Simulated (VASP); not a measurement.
Runs of VASP 6.6.1 on Ru. Symmetry: P6_3/mmc, No. 194, hexagonal system. The conventional cell has a = 2.689 Å, b = 2.689 Å, c = 4.252 Å, α = 90.00°, β = 90.00°, γ = 120.00°. Ru (site symmetry -6m2) has 12 Ru at 2.63 to 2.69 Å as nearest neighbours. 

```tsv
level	k mesh	cutoff (eV)	smearing	gap on the mesh (eV)	pressure (GPa)
PBEsol	18 × 18 × 10	520	gaussian 0.5 eV	none	0.9
PBEsol	18 × 18 × 10	700	gaussian 0.1 eV	none	(a)
r2SCAN	18 × 18 × 10	520	gaussian 0.1 eV	none	6.1
PBEsol	18 × 18 × 10	900	gaussian 0.1 eV	none	(b)
PBEsol	27 × 27 × 16	520	gaussian 0.1 eV	none	0.0
```

Alike in all rows: task single point; potentials or basis VASP PAW PBE potentials, release 64 (Ru_pv); no spin polarisation; cell as given.

Problem. Fill in the values left out.

Solution. (a) 0.1; (b) 0.2.

Caveats: the PAW data sets were made with another functional, which shifts forces and pressure a little.

A k mesh can miss the band edges, and the runs leave out spin-orbit coupling on Ru.

A gap of «none» marks a metal or a gap under the smearing width.
